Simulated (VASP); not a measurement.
Wanted: the native input for a VASP 6.6.1 run.

| Item | Value |
| --- | --- |
| Task | single point |
| Functional | PBE |
| Potentials or basis | VASP PAW PBE potentials, release 64 (K_sv, Y_sv, C) |
| Cutoff | 520 eV |
| k mesh | 6 × 6 × 1 |
| Occupations | gaussian, width 0.1 eV |
| Spin | no spin polarisation |
| Dipole correction | yes |
| Further INCAR settings | ALGO = Normal; EDIFF = 1e-06; NBANDS = 19 |

The structure of KYC lies in POSCAR:

```
KYC
1.0
    3.2856816700      0.0000000000      0.0000000000
   -1.6428408300      2.8454842100      0.0000000000
    0.0000000000      0.0000000000     18.0000000000
K Y C
1 1 1
Direct
    0.0000000000      0.0000000000      0.4071366400
    0.0000000000      0.0000000000      0.5928633600
    0.3333333300      0.6666666700      0.4934246400
```

The cell was built by a generator and needn't be a form met in nature.

The cell isn't the ideal one: species swapped into a sheet of the TeWSe type.

These files were run (other wordings do the same):

INCAR

```
SYSTEM = KYC
PREC     = Accurate       ! precision mode
ENCUT    = 520            ! plane-wave cutoff, eV
EDIFF    = 1E-6           ! SCF threshold, eV
ISMEAR   = 0              ! smearing method
SIGMA    = 0.1            ! smearing width, eV
LREAL    = .False.        ! projectors in reciprocal space
LASPH    = .True.         ! aspherical terms in the spheres
NELM     = 100            ! most SCF steps
ALGO     = Normal         ! electronic algorithm
ISIF     = 2              ! what is computed and relaxed
LWAVE    = .False.        ! write WAVECAR
LCHARG   = .True.         ! write CHGCAR
LDIPOL   = .True.       
IDIPOL   = 3            
DIPOL    = 0.5 0.5 0.498
GGA      = PE             ! functional
LELF     = .True.         ! ELF
LVHAR    = .True.       
LVACPOTAV= .True.       
NBANDS   = 19             ! bands
```

KPOINTS

```
Automatic mesh
0
Gamma
  6 6 1
  0 0 0
```

Potentials or basis: VASP PAW PBE potentials, release 64 (K_sv, Y_sv, C).

Run with:

```bash
$ cat potpaw_PBE.64/K_sv/POTCAR potpaw_PBE.64/Y_sv/POTCAR potpaw_PBE.64/C/POTCAR > POTCAR
$ mpirun -np 1 vasp_std > vasp.out
```

It gave:

| Property | Result |
| --- | --- |
| Largest force | 4.364 eV/Å |
| Band gap on the k mesh | 0.10 eV, direct |
| Ionisation potential of the upper face | 3.99 eV |

Wall time 36 s on 1 thread of Intel(R) Xeon(R) Platinum 8488C (Sapphire Rapids) (shared host), peak memory 0.28 GiB.
